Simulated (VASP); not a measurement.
Data:

```
CELL_PARAMETERS angstrom
      1.14500    -1.98320     0.00000
      1.14500     1.98320     0.00000
      0.00000     0.00000     3.58000
ATOMIC_POSITIONS crystal
  Be 0.33333 0.66667 0.25000
  Be 0.66667 0.33333 0.75000
```

Method: PW91 GGA, VASP's PBE PAW potentials (set 64) (plane waves; VASP). Settings: 520 eV cut-off, 16×16×9 Γ-centred mesh, first-order Methfessel-Paxton smearing of 0.10 eV, potentials Be.

Energy and stress use the plane-wave basis of the starting cell.

Task: The ions, cell shape and volume are relaxed. Predict the relaxed structure.

Result: 
```
CELL_PARAMETERS angstrom
      1.13395    -1.96406     0.00000
      1.13395     1.96406     0.00000
      0.00000     0.00000     3.55443
ATOMIC_POSITIONS crystal
  Be 0.33333 0.66667 0.25000
  Be 0.66667 0.33333 0.75000
```
Space group P6_3/mmc (194), at a tolerance of 0.03 Å.

Task: How do energy and volume change from the first to the last step?

Result: The energy (σ→0) changes by -2.0 meV/atom and the volume by -2.6 %, in 5 ionic steps.

```
step  E(σ→0) (eV)  max force (eV/Å)  pressure (GPa)  volume (Å³)
----  -----------  ----------------  --------------  -----------
1         -7.4321             0.000           -3.02        16.26
2         -7.4360             0.000           -0.46        15.90
3         -7.4361             0.000            0.01        15.84
4         -7.4361             0.000            0.06        15.83
5         -7.4361             0.000            0.05        15.83
```

The compound is Be in the hcp structure. This run relaxes it. Symmetry was kept, so distortions that lower it aren't found.
